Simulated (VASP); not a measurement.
Crystal: CoSi.

```
CELL_PARAMETERS angstrom
4.43800 0.00000 0.00000
0.00000 4.43800 0.00000
0.00000 0.00000 4.43800
ATOMIC_POSITIONS crystal
Co 0.14000 0.14000 0.14000
Co 0.36000 0.86000 0.64000
Co 0.64000 0.36000 0.86000
Co 0.86000 0.64000 0.36000
Si 0.84300 0.84300 0.84300
Si 0.65700 0.15700 0.34300
Si 0.34300 0.65700 0.15700
Si 0.15700 0.34300 0.65700
```

```yaml
Program: VASP 6.6.1
Task: relaxation of cell and atoms
Functional: LDA
Potentials_or_basis: VASP PAW LDA potentials, release 64 (Co, Si)
Cutoff: 600 eV
k_mesh: 8 × 8 × 8
Occupations: methfessel-paxton, width 0.1 eV
Spin: no spin polarisation
```

At the start: pressure -12.5 GPa; volume 10.93 Å³/atom.

Question: Where does the relaxation end?

Answer: Over 10 steps the energy falls by 27.8 meV/atom and the volume is 10.30 Å³/atom (-5.7 %); space group P2_13 (No. 198, to 0.05 Å).

The path:
| step | energy change (eV) | largest force (eV/Å) | pressure (GPa) | volume (Å³) |
| --- | --- | --- | --- | --- |
| 1 | 0.0000 | 0.1644 | -12.46 | 87.41 |
| 2 | 0.1548 | 0.5937 | 21.50 | 77.10 |
| 3 | -0.1941 | 0.3425 | -0.10 | 82.78 |
| 4 | -0.1941 | 0.3462 | 0.16 | 82.69 |
| 5 | -0.2110 | 0.2202 | 0.36 | 82.56 |
| 6 | -0.2218 | 0.0597 | 0.56 | 82.37 |
| 7 | -0.2219 | 0.0620 | 0.36 | 82.35 |
| 8 | -0.2219 | 0.0064 | -0.73 | 82.68 |
| 9 | -0.2223 | 0.0316 | -0.22 | 82.52 |
| 10 | -0.2225 | 0.0052 | 0.02 | 82.43 |

Final structure:
```
Co Si
1.0
     4.35214    0.00000    0.00000
     0.00000    4.35214    0.00000
     0.00000    0.00000    4.35214
Co Si
4 4
Cartesian
  0.6344 0.6344 0.6344
  1.5416 3.7177 2.8105
  2.8105 1.5416 3.7177
  3.7177 2.8105 1.5416
  3.6696 3.6696 3.6696
  2.8586 0.6826 1.4935
  1.4935 2.8586 0.6826
  0.6826 1.4935 2.8586
```
